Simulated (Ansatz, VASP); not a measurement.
# Ru (Ru(111) slab (three-index Miller notation)): VASP beside Ansatz, part 2 of 2

One calculation is typed for both programs; each brings its own data sets. How far apart do they land? The cell is taken from a series of runs on this material, whose earlier steps may have relaxed, scaled, displaced or heated it; both programs get it as it stands.

VASP 6.6.1 and Ansatz 0.2.0.

So far: Set-up; VASP: single point, PBE.

### 3. Ansatz: single point, PBE

Level of this step: Ansatz beside VASP: Kohn-Sham DFT, plane waves, PBE (Ansatz).

Ansatz runs on its default PAW (the set named soft_2) files.

The same cell, functional, mesh and smearing now go to Ansatz, which takes its cutoff from its data sets.

The input, input.yaml:

```yaml
crystal:
  lattice:
    - [4.70252, 0.0, 0.0]
    - [-2.35126, 4.49012, 0.0]
    - [0.0, 0.0, 27.29275]
  atoms:
    - { symbol: Ru, position: [0.65797, 0.64114, 0.27983] }
    - { symbol: Ru, position: [0.09206, 0.18158, 0.30032] }
    - { symbol: Ru, position: [0.20166, 0.72556, 0.32086] }
    - { symbol: Ru, position: [0.64189, 0.2762, 0.34406] }
    - { symbol: Ru, position: [0.7411, 0.81969, 0.36945] }
    - { symbol: Ru, position: [0.18262, 0.36567, 0.39255] }
    - { symbol: Ru, position: [0.29056, 0.91287, 0.41674] }
    - { symbol: Ru, position: [0.72844, 0.45721, 0.44038] }
    - { symbol: Ru, position: [0.83538, 0.00364, 0.46465] }
    - { symbol: Ru, position: [0.27456, 0.5489, 0.48821] }
    - { symbol: Ru, position: [0.38005, 0.09364, 0.51179] }
    - { symbol: Ru, position: [0.81922, 0.63891, 0.53535] }
    - { symbol: Ru, position: [0.92616, 0.18534, 0.55962] }
    - { symbol: Ru, position: [0.36405, 0.72968, 0.58326] }
    - { symbol: Ru, position: [0.47199, 0.27688, 0.60745] }
    - { symbol: Ru, position: [0.91351, 0.82285, 0.63055] }
    - { symbol: Ru, position: [0.01271, 0.36635, 0.65594] }
    - { symbol: Ru, position: [0.45294, 0.91699, 0.67914] }
    - { symbol: Ru, position: [0.56254, 0.46097, 0.69968] }
    - { symbol: Ru, position: [0.99664, 0.00141, 0.72017] }
kpoints:
  mp_grid: { grid: [11, 10, 1] }
hamiltonian:
  xc: pbe
scf:
  occupations: { method: fermi_dirac, width: 0.1 }
output:
  forces: true
```

Started as:

```
$ ansatz run input.yaml --threads 6 --pin off --max-ram 102400MiB --backend cuda --events-out ev --progress --plain --runs-dir out
```

Numbers of over 12 decimals in the logs are rounded to 6 here.

Output:

```text
Warning: the atoms were moved onto the symmetric positions of the space group found under crystal.symmetry.tolerance 1.0e-5 (fractional; no operation is sought that the atoms, as they stand in a round, miss by more than twice it, and no atom is moved by as much as it), and the run uses the moved positions. Before a round's move an operation carried an atom to 5.55e-5 Å from where it should land, the largest such dist [...]
Engine: ansatz 0.2.0, x86_64-unknown-linux-gnu
Pseudopotentials: kind: paw
Pseudopotential: Ru, paw, valence charge 16, recommended cutoff 420 eV (normal), Ru.paw.azcp
Functional definition: PBE
  parameter kappa = 0.804
  parameter beta = 0.066725
  exchange = pbe_x(kappa = kappa, mu = beta*pi^2/3)
  correlation = pbe_c(beta = beta)
device memory: the entry about to start is reckoned to put 14.1 GiB on a device that reports 78.5 GiB free
GPU FFT provider: cuFFT
GPU libraries: cuBLAS 13.8.2, cuFFT 12.4.0, cuSOLVER 12.3.4
Crystal: 20 atoms, lattice volume = 576.283 Å³
Basis set: ecut = 420 eV, 11255 PW (Γ), exchange–correlation on 64×72×384 points (8 copies of the dense FFT grid, shifted against one another)
Bands: 192, of which v1, the nominal top of the filled ones, is band 160 counted from 1 (159 counted from 0)
Symmetry: 2 space group operations
Space group: P-1 (ITA 2), of the structure as read, at distance tolerance 8.3e-5 Å
k-points: 56 of 110
Non-local potential: Ru, projectors of the file, l = 0: 3, l = 1: 2, l = 2: 2, l = 3: 1
PAW form: soft (Blöchl's): semilocal exchange-correlation on the pseudo side does not see the compensation charge
PAW one-centre angular grid: Ru, 590 points (default); XC on 64 Gauss nodes
Initial density: superposition of atomic densities (neutral atoms: chi_scale 0, normalization atom), corrected by the library's trained network
Initial wavefunctions: pseudopotential atomic-orbital guess
GPU buffer pool allocated for 221184 grid points (all kernels)
GPU transforms: local potential and band sums: pruned to the plane-wave sphere, on 32×36×192
Functional: x = pbe(κ = 0.804, μ = 0.219515), c = pbe(β = 0.066725)
SCF iter   1: F=—  HF=-117565.505092 eV  |F-HF|=—  |Δ(HF+E_count)|=         —  Δρ=1.23e-2  dr2=1.03e1  ethr=1.77e-3  ⟨swp⟩=6.8  Hψ=42998  notcnv=0  defer=6
preconditioner: auto → LDOS  [metal: Δε(μ)=0.003 eV  Ē_g=4.382 eV  σ=0.100 eV  W_gap=0.01  n_scr=122 (ndim 8)  ℏωp=19.6 eV  f_vac=0.473  D(μ)=22.76/eV (n_scr^D=174)  β→1.0]
SCF iter   2: F=—  HF=-117565.399929 eV  |F-HF|=—  |Δ(HF+E_count)|=   1.05e-1  Δρ=3.42e-3  dr2=2.41e-1  ethr=1.77e-3  ⟨swp⟩=1.8  Hψ=12504  notcnv=0  defer=8
SCF iter   3: F=—  HF=-117565.396212 eV  |F-HF|=—  |Δ(HF+E_count)|=   3.72e-3  Δρ=1.02e-3  dr2=6.25e-3  ethr=7.54e-5  ⟨swp⟩=2.0  Hψ=15245  notcnv=0  defer=10
SCF iter   4: F=—  HF=-117565.395641 eV  |F-HF|=—  |Δ(HF+E_count)|=   5.70e-4  Δρ=1.58e-4  dr2=2.30e-4  ethr=1.95e-6  ⟨swp⟩=2.2  Hψ=16690  notcnv=0  defer=10
SCF iter   5: F=—  HF=-117565.394405 eV  |F-HF|=—  |Δ(HF+E_count)|=   1.24e-3  Δρ=7.72e-5  dr2=7.68e-5  ethr=7.18e-8  ⟨swp⟩=3.4  Hψ=23412  notcnv=0  defer=10
SCF iter   6: F=—  HF=-117565.396648 eV  |F-HF|=—  |Δ(HF+E_count)|=   2.24e-3  Δρ=2.80e-5  dr2=8.30e-6  ethr=2.40e-8  ⟨swp⟩=2.0  Hψ=15404  notcnv=0  defer=8
SCF iter   7: F=—  HF=-117565.396649 eV  |F-HF|=—  |Δ(HF+E_count)|=   2.11e-7  Δρ=1.06e-5  dr2=1.46e-6  ethr=2.59e-9  ⟨swp⟩=2.2  Hψ=16648  notcnv=0  defer=8
SCF iter   8: F=—  HF=-117565.396649 eV  |F-HF|=—  |Δ(HF+E_count)|=   4.74e-7  Δρ=4.61e-6  dr2=2.42e-7  ethr=4.57e-10  ⟨swp⟩=3.0  Hψ=19532  notcnv=0  defer=8
SCF iter   9: F=-117565.396650 eV  HF=-117565.396650 eV  |F-HF|=7.12e-8  |Δ(HF+E_count)|=   3.73e-7  Δρ=1.59e-6  dr2=1.63e-8  ethr=3.13e-11  ⟨swp⟩=5.0  Hψ=39294  notcnv=0
SCF 1 converged in 9 iterations: F = -117565.396650 eV  dr2 = 1.63e-8
  greatest PAW one-centre occupation: 0.999 electrons in one spin orbital (limit 2), on the Ru atom at site 19 (counted from 0), in its partial waves of l = 0
SCF converged after 9 iterations
Free energy (F): -117565.396650 eV
Harris-Foulkes:  -117565.396650 eV  (|F-HF|=7.12e-8)
Internal energy: -117564.656166 eV  (E = F + TS)
E sigma→0 (E₀):  -117565.026408 eV
Entropy (-TS):   -0.740483 eV (-37.024 meV/atom)
Fermi energy:    8.806344 eV
--- Per-component energies (eV) ---
  E_band       = -5731.545837
  E_kinetic    = 10274.403045
  E_local      = -579440.615539  (includes V_loc(G=0)·N_el)
  E_nonlocal   = 6871.188409
  E_hartree    = 282885.778493
  E_xc         = -3799.594951
  E_vxc        = -4768.662642  (∫ρ·V_xc dr)
  E_paw        = -69218.331227  (= ΣΔE_a)
  E_vpaw       = -4439.416842  (= ΣTr[D̂ρ^β])
  E_aug_tail   = -0.003808  (compensation charges beyond the density's cutoff)
  E_ewald      = 234862.519413
  E_smearing   = -0.740483  (= −TS)
  E_closure    = -0.000000  (closes the sum)
  Σ components = -117565.396650   (vs F -117565.396650, Δ=0.00e0)
--- Forces (eV/Å), atoms counted from 1 ---
  atom   1  Ru    -0.01074385     0.00144968    -0.00761822
  atom   2  Ru    -0.00411720    -0.01943509    -0.02127932
  atom   3  Ru     0.00266734     0.01502141     0.02474157
  atom   4  Ru     0.00817996     0.00526326    -0.01495942
  atom   5  Ru     0.00675367     0.00665849     0.03510278
  atom   6  Ru    -0.01396773    -0.00191076     0.00872339
  atom   7  Ru    -0.01382614    -0.00751051    -0.00860255
  atom   8  Ru     0.00533809    -0.00770427    -0.02579077
  atom   9  Ru     0.01366247     0.00156523    -0.01165085
  atom  10  Ru     0.00680603     0.00248130    -0.00113553
  atom  11  Ru    -0.00680603    -0.00248130     0.00113553
  atom  12  Ru    -0.01366247    -0.00156523     0.01165085
  atom  13  Ru    -0.00533809     0.00770427     0.02579077
  atom  14  Ru     0.01382614     0.00751051     0.00860255
  atom  15  Ru     0.01396773     0.00191076    -0.00872339
  atom  16  Ru    -0.00675367    -0.00665849    -0.03510278
  atom  17  Ru    -0.00817996    -0.00526326     0.01495942
  atom  18  Ru    -0.00266734    -0.01502141    -0.02474157
  atom  19  Ru     0.00411720     0.01943509     0.02127932
  atom  20  Ru     0.01074385    -0.00144968     0.00761822
  max |Σ_I F_I| component: 5.20e-18 eV/Å
```

The column dr2 measures how far the density is from self-consistency, as an energy; F and HF (Harris–Foulkes) agree once it is small.

### 4. Side by side

Known differences besides the potentials themselves: the data sets hold 320 valence electrons in Ansatz (on its default PAW (the set named soft_2) files) and 280 in VASP; the cutoff is 420 eV in Ansatz and 400 eV in VASP. Total energies have different zeros and are not compared.

The largest component of a force difference here is 14 meV/Å. Where the cell holds vacuum, a pressure given here is an average over it and none of the material.

### 5. What came out

```
r.m.s. force difference (single point, PBE) : 3.5 meV/Å
```

**Reading.** The r.m.s. force difference is 3.5 meV/Å (single point, PBE), within the 12 meV/Å picked in this series as the mark of a large difference. The data sets hold unlike numbers of valence electrons (320 in Ansatz and 280 in VASP), so part of the differences may come from the potentials. How closely two codes agree says nothing of how well the functional describes the real material.

[Lines on the potential files, build, host, timing and source positions are cut from VASP's logs without a mark.]

[Logs are printed without paths, hosts, clocks, repeated set-up lines and the standing remarks that a program may print on its own settings, such as how far it seeks lower states.]

[Hosts, paths, dates, database ids (printed as entryN), source tags and the programs' standing remarks are cut or masked in the printed files.]
